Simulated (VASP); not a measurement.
A cell of Ru (hcp) near equilibrium:

```xyz
2
Lattice="1.3596 -2.3549 0.0000 1.3596 2.3549 0.0000 0.0000 0.0000 4.2856" Properties=species:S:1:pos:R:3 pbc="T T T"
Ru     1.3596     0.7850     1.0714
Ru     1.3596    -0.7850     3.2142
```

These are PBE GGA, VASP's PBE PAW potentials (set 64) (plane waves; VASP) values and carry that method's errors.

```
run               ΔE (meV/atom)     σxx     σyy    σzz  largest shear component, with its sign (GPa)  largest force (eV/Å)
----------------  -------------  ------  ------  -----  --------------------------------------------  --------------------
as it is                    0.0    1.02    1.02   1.04                                          0.00                 0.000
after one change           47.1  -17.95  -17.95  -7.92                                          0.00                 0.000
```
Stress is in GPa, positive when the cell is compressed.

### Question
What was changed between the two runs?
(A) atom 2 (Ru) moved by -0.050 Å along y
(B) biaxial strain of +3.0 % in the xy plane
(C) biaxial strain of -3.0 % in the xz plane
(D) uniaxial strain of +3.0 % along y

### Answer
B, biaxial strain of +3.0 % in the xy plane

The compound is Ru in the hcp structure.
